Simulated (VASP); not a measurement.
```
CELL_PARAMETERS angstrom
      2.78892     0.00000     0.00000
      0.00000     2.78892     0.00000
      0.00000     0.00000     2.78892
ATOMIC_POSITIONS crystal
  Ga 0.50000 0.50000 0.50000
  Co 0.00000 0.00000 0.00000
```

Method: PBE GGA with D4 dispersion, VASP's PBE PAW potentials (set 64) (plane waves; VASP). Settings: 520 eV cut-off, 13×13×13 Γ-centred mesh, first-order Methfessel-Paxton smearing of 0.10 eV, potentials Ga_d Co.

### Question
Give the stress tensor in GPa (positive for a compressed cell).

### Answer

```
14.09   0.00   0.00
 0.00  14.09   0.00
 0.00   0.00  14.09
```
The pressure is its mean diagonal, 14.09 GPa.

The compound is CoGa in the CsCl type structure. This cell is one point of a volume scan, at 0.94 of the reference volume. The run is not spin-polarised, so no magnetic state was tried.
